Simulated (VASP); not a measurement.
These are PBEsol GGA, VASP's PBE PAW potentials (set 64) (plane waves; VASP) values and carry that method's errors.

VASP ran on this input.

### POSCAR
```
SrNiF6
1
    3.6309870000     2.0963510000     2.2525880000
   -3.6309870000     2.0963510000     2.2525880000
    0.0000000000    -4.1927030000     2.2525880000
Sr Ni F
1 1 6
Direct
  0.5000000000   0.5000000000   0.5000000000
  0.0000000000   0.0000000000   0.0000000000
  0.7221000000   0.7221000000   0.0679500000
  0.2779000000   0.2779000000   0.9320500000
  0.0679500000   0.7221000000   0.7221000000
  0.9320500000   0.2779000000   0.2779000000
  0.7221000000   0.0679500000   0.7221000000
  0.2779000000   0.9320500000   0.2779000000
```

INCAR:
```
ALGO  =  Normal
EDIFF  =  1E-6
EDIFFG  =  -0.01
ENCUT  =  400
GGA  =  PS
IBRION  =  2
ISIF  =  3
ISMEAR  =  0
LASPH  =  .TRUE.
LCHARG  =  .FALSE.
LMAXMIX  =  4
LREAL  =  .FALSE.
LWAVE  =  .FALSE.
NELM  =  100
NSW  =  50
PREC  =  Accurate
SIGMA  =  0.01
SYSTEM  =  SrNiF6
```

KPOINTS:
```
Regular mesh
0
G
 5 5 5
```

POTCAR, in this order: Sr_sv Ni F (PBE.64 set). Program: vasp_std.

The run wrote:

### OSZICAR
```
...
DAV:  12    -0.388117060164E+02    0.19515E-06   -0.21585E-06  1066   0.131E-02
   2 F= -.38811706E+02 E0= -.38811706E+02  d E =0.222240E+00
       N       E                     dE             d eps       ncg     rms          rms(c)
DAV:   1    -0.456637730581E+02   -0.68521E+01   -0.14469E+02  1551   0.999E+01    0.214E+01
DAV:   2    -0.405241633242E+02    0.51396E+01   -0.17770E+01  1844   0.611E+01    0.111E+01
DAV:   3    -0.404456803387E+02    0.78483E-01   -0.56857E+00  1799   0.501E+01    0.911E+00
DAV:   4    -0.395673377108E+02    0.87834E+00   -0.20287E+00  1852   0.393E+01    0.442E+00
DAV:   5    -0.395743350106E+02   -0.69973E-02   -0.66870E-01  1827   0.601E+00    0.254E+00
DAV:   6    -0.395687018966E+02    0.56331E-02   -0.11076E-01  1706   0.201E+00    0.116E+00
DAV:   7    -0.395694671015E+02   -0.76520E-03   -0.56715E-03  1999   0.447E-01    0.245E-01
DAV:   8    -0.395694668897E+02    0.21179E-06   -0.78833E-04  2213   0.169E-01    0.614E-02
DAV:   9    -0.395694623302E+02    0.45595E-05   -0.48678E-05  2069   0.721E-02    0.212E-02
DAV:  10    -0.395694588040E+02    0.35262E-05   -0.19266E-05  2290   0.483E-02    0.380E-03
DAV:  11    -0.395694589305E+02   -0.12655E-06   -0.42916E-07   968   0.536E-03
   3 F= -.39569459E+02 E0= -.39569459E+02  d E =-.535513E+00
       N       E                     dE             d eps       ncg     rms          rms(c)
DAV:   1    -0.395715822628E+02   -0.21235E-02   -0.43951E-02  1497   0.173E+00    0.370E-01
DAV:   2    -0.395699483399E+02    0.16339E-02   -0.60336E-03  1825   0.101E+00    0.171E-01
DAV:   3    -0.395699663541E+02   -0.18014E-04   -0.15822E-03  1740   0.102E+00    0.157E-01
DAV:   4    -0.395696919881E+02    0.27437E-03   -0.54980E-04  1940   0.627E-01    0.449E-02
DAV:   5    -0.395696897437E+02    0.22445E-05   -0.88449E-05  1734   0.617E-02    0.348E-02
DAV:   6    -0.395696925980E+02   -0.28543E-05   -0.21204E-05  2096   0.445E-02    0.131E-02
DAV:   7    -0.395696924260E+02    0.17205E-06   -0.33726E-06  1359   0.237E-02
   4 F= -.39569692E+02 E0= -.39569692E+02  d E =-.535747E+00
       N       E                     dE             d eps       ncg     rms          rms(c)
DAV:   1    -0.399051771360E+02   -0.33548E+00   -0.43041E+01  1406   0.455E+01    0.523E+00
DAV:   2    -0.396899432426E+02    0.21523E+00   -0.22132E+00  1900   0.152E+01    0.195E+00
DAV:   3    -0.396996584520E+02   -0.97152E-02   -0.24265E-01  1813   0.127E+01    0.201E+00
DAV:   4    -0.396592190867E+02    0.40439E-01   -0.71930E-02  1993   0.746E+00    0.725E-01
DAV:   5    -0.396594210590E+02   -0.20197E-03   -0.17011E-02  1754   0.890E-01    0.448E-01
DAV:   6    -0.396597024347E+02   -0.28138E-03   -0.24685E-03  2276   0.543E-01    0.182E-01
DAV:   7    -0.396597512983E+02   -0.48864E-04   -0.23300E-04  1945   0.217E-01    0.481E-02
DAV:   8    -0.396597378999E+02    0.13398E-04   -0.13297E-04  1581   0.699E-02    0.187E-02
DAV:   9    -0.396597371822E+02    0.71771E-06   -0.66388E-06  1817   0.229E-02
   5 F= -.39659737E+02 E0= -.39659737E+02  d E =-.900448E-01
       N       E                     dE             d eps       ncg     rms          rms(c)
DAV:   1    -0.397338336200E+02   -0.74096E-01   -0.11210E+01  1406   0.233E+01    0.266E+00
DAV:   2    -0.396782208366E+02    0.55613E-01   -0.53370E-01  1958   0.783E+00    0.101E+00
DAV:   3    -0.396819696552E+02   -0.37488E-02   -0.72267E-02  1799   0.708E+00    0.112E+00
DAV:   4    -0.396692005564E+02    0.12769E-01   -0.21952E-02  1914   0.427E+00    0.358E-01
DAV:   5    -0.396693101504E+02   -0.10959E-03   -0.43658E-03  1779   0.447E-01    0.242E-01
DAV:   6    -0.396694117227E+02   -0.10157E-03   -0.76815E-04  2162   0.335E-01    0.949E-02
DAV:   7    -0.396694140433E+02   -0.23206E-05   -0.64966E-05  1955   0.147E-01    0.242E-02
DAV:   8    -0.396694124467E+02    0.15966E-05   -0.34387E-05  1594   0.352E-02    0.115E-02
DAV:   9    -0.396694119607E+02    0.48596E-06   -0.87993E-07   977   0.163E-02
   6 F= -.39669412E+02 E0= -.39669412E+02  d E =-.997195E-01
       N       E                     dE             d eps       ncg     rms          rms(c)
DAV:   1    -0.396701371599E+02   -0.72471E-03   -0.10207E-01  1416   0.223E+00    0.249E-01
DAV:   2    -0.396696489262E+02    0.48823E-03   -0.44244E-03  1937   0.744E-01    0.100E-01
DAV:   3    -0.396696843432E+02   -0.35417E-04   -0.71557E-04  1732   0.694E-01    0.111E-01
DAV:   4    -0.396695592307E+02    0.12511E-03   -0.22500E-04  1896   0.436E-01    0.333E-02
DAV:   5    -0.396695598724E+02   -0.64163E-06   -0.38166E-05  1774   0.416E-02    0.238E-02
DAV:   6    -0.396695600326E+02   -0.16027E-06   -0.63135E-06  1904   0.276E-02
   7 F= -.39669560E+02 E0= -.39669560E+02  d E =-.998676E-01
       N       E                     dE             d eps       ncg     rms          rms(c)
DAV:   1    -0.396697445068E+02   -0.18463E-03   -0.36973E-02  1406   0.134E+00    0.149E-01
DAV:   2    -0.396695721254E+02    0.17238E-03   -0.15994E-03  1912   0.453E-01    0.611E-02
DAV:   3    -0.396695849990E+02   -0.12874E-04   -0.26599E-04  1764   0.424E-01    0.675E-02
DAV:   4    -0.396695393096E+02    0.45689E-04   -0.82838E-05  1922   0.263E-01    0.201E-02
DAV:   5    -0.396695394856E+02   -0.17603E-06   -0.14189E-05  1758   0.255E-02    0.142E-02
DAV:   6    -0.396695393527E+02    0.13287E-06   -0.18574E-06  1076   0.166E-02
   8 F= -.39669539E+02 E0= -.39669539E+02  d E =-.998469E-01
       N       E                     dE             d eps       ncg     rms          rms(c)
DAV:   1    -0.396854334853E+02   -0.15894E-01   -0.37269E-01  1441   0.509E+00    0.104E+00
DAV:   2    -0.396725673009E+02    0.12866E-01   -0.49245E-02  1762   0.329E+00    0.531E-01
DAV:   3    -0.396726292583E+02   -0.61957E-04   -0.15802E-02  1645   0.351E+00    0.490E-01
DAV:   4    -0.396698506126E+02    0.27786E-02   -0.55214E-03  1833   0.201E+00    0.122E-01
DAV:   5    -0.396698129719E+02    0.37641E-04   -0.90106E-04  1743   0.200E-01    0.107E-01
DAV:   6    -0.396698169453E+02   -0.39735E-05   -0.14270E-04  2073   0.126E-01    0.519E-02
DAV:   7    -0.396698220665E+02   -0.51212E-05   -0.13850E-05  2351   0.521E-02    0.954E-03
DAV:   8    -0.396698219058E+02    0.16074E-06   -0.67093E-06  1435   0.181E-02
   9 F= -.39669822E+02 E0= -.39669822E+02  d E =-.282553E-03
       N       E                     dE             d eps       ncg     rms          rms(c)
DAV:   1    -0.396726240292E+02   -0.28020E-02   -0.60725E-02  1436   0.206E+00    0.419E-01
DAV:   2    -0.396705339213E+02    0.20901E-02   -0.79944E-03  1754   0.134E+00    0.216E-01
DAV:   3    -0.396705393596E+02   -0.54383E-05   -0.26045E-03  1645   0.140E+00    0.199E-01
DAV:   4    -0.396700838639E+02    0.45550E-03   -0.91515E-04  1822   0.831E-01    0.513E-02
DAV:   5    -0.396700754525E+02    0.84113E-05   -0.14951E-04  1743   0.815E-02    0.439E-02
DAV:   6    -0.396700748688E+02    0.58375E-06   -0.25034E-05  2041   0.491E-02    0.203E-02
DAV:   7    -0.396700738055E+02    0.10633E-05   -0.15227E-06  1191   0.197E-02    0.409E-03
DAV:   8    -0.396700734954E+02    0.31010E-06   -0.20075E-06  1030   0.908E-03
  10 F= -.39670073E+02 E0= -.39670073E+02  d E =-.534143E-03
       N       E                     dE             d eps       ncg     rms          rms(c)
DAV:   1    -0.396705620550E+02   -0.48825E-03   -0.45845E-02  1406   0.148E+00    0.166E-01
DAV:   2    -0.396703624488E+02    0.19961E-03   -0.11660E-03  1644   0.499E-01    0.104E-01
DAV:   3    -0.396703211304E+02    0.41318E-04   -0.35481E-04  1745   0.548E-01    0.908E-02
DAV:   4    -0.396702139168E+02    0.10721E-03   -0.15440E-04  1940   0.345E-01    0.139E-02
DAV:   5    -0.396702152942E+02   -0.13774E-05   -0.33614E-05  1551   0.365E-02    0.729E-03
DAV:   6    -0.396702153230E+02   -0.28868E-07   -0.71973E-07   964   0.106E-02
  11 F= -.39670215E+02 E0= -.39670215E+02  d E =-.141828E-03
```

OUTCAR:
```
------------------------ aborting loop because EDIFF is reached ----------------------------------------
  FORCE on cell =-STRESS in cart. coord.  units (eV):
  Direction    XX          YY          ZZ          XY          YZ          ZX
  --------------------------------------------------------------------------------------
  Total       -0.0115453     -0.0115453      0.0446764     -0.0000000     -0.0000000      0.0000000
  in kB       -0.2044935     -0.2044935      0.7913197     -0.0000000     -0.0000001      0.0000000
  external PRESSURE =       0.1274442 kB  Pullay stress =       0.0000000 kB
  volume of cell :       90.46
      direct lattice vectors                 reciprocal lattice vectors
     3.473986604  2.005706805  2.163662193     0.143926865  0.083096213  0.154059798
    -3.473986604  2.005706805  2.163662193    -0.143926865  0.083096213  0.154059798
    -0.000000000 -4.011414528  2.163662156     0.000000000 -0.166192428  0.154059763
 POSITION                                       TOTAL-FORCE (eV/Angst)
 -----------------------------------------------------------------------------------
     -0.00000     -0.00000      3.24549         0.000000     -0.000000     -0.000000
      0.00000      0.00000      0.00000         0.000000     -0.000000      0.000000
     -0.00000      2.60022      3.25305         0.000000     -0.005303      0.005303
     -0.00000     -2.60022      3.23794         0.000000      0.005303     -0.005303
     -2.25186     -1.30011      3.25305         0.004593      0.002652      0.005303
      2.25186      1.30011      3.23794        -0.004593     -0.002652     -0.005303
      2.25186     -1.30011      3.25305        -0.004593      0.002652      0.005303
     -2.25186      1.30011      3.23794         0.004593     -0.002652     -0.005303
 -----------------------------------------------------------------------------------
    total drift:                               -0.000000      0.000000      0.000000
  FREE ENERGIE OF THE ION-ELECTRON SYSTEM (eV)
  ---------------------------------------------------
  free  energy   TOTEN  =       -39.6702153230 eV

  energy  without entropy=      -39.6702153230  energy(sigma->0) =      -39.67021532

 reached required accuracy - stopping structural energy minimisation
```
(Selected blocks of OUTCAR.)

**CONTCAR**
```
SrNiF6
   1.00000000000000
     3.4739866042806056    2.0057068051347633    2.1636621926434416
    -3.4739866042806056    2.0057068051347633    2.1636621926434416
    -0.0000000000000000   -4.0114145282730282    2.1636621563906790
  Sr              Ni              F
     1     1     6
Direct
     0.5000000000000000    0.5000000000000000    0.5000000000000000
     0.0000000000000000    0.0000000000000000    0.0000000000000000
     0.7172321268066747    0.7172321268066747    0.0690260346350972
     0.2827678731933252    0.2827678731933252    0.9309739653649028
     0.0690260346199105    0.7172321267767819    0.7172321267584477
     0.9309739653800896    0.2827678732232181    0.2827678732415523
     0.7172321267767819    0.0690260346199105    0.7172321267584477
     0.2827678732232181    0.9309739653800896    0.2827678732415523
```

At this cut-off the stress carries a Pulay error, which pulls relaxed volumes low. Energy and stress use the plane-wave basis of the starting cell.

The structure comes from a computed database's SrNiF6 entry; how it stands against other phases isn't given here. This run relaxes it. Symmetry was kept, so distortions that lower it aren't found. The run is one of a series of settings (EDIFFG = -0.01, IBRION = 2, ISIF = 3, NSW = 50 against the base run), some of them coarse on purpose. The run is not spin-polarised, so no magnetic state was tried.
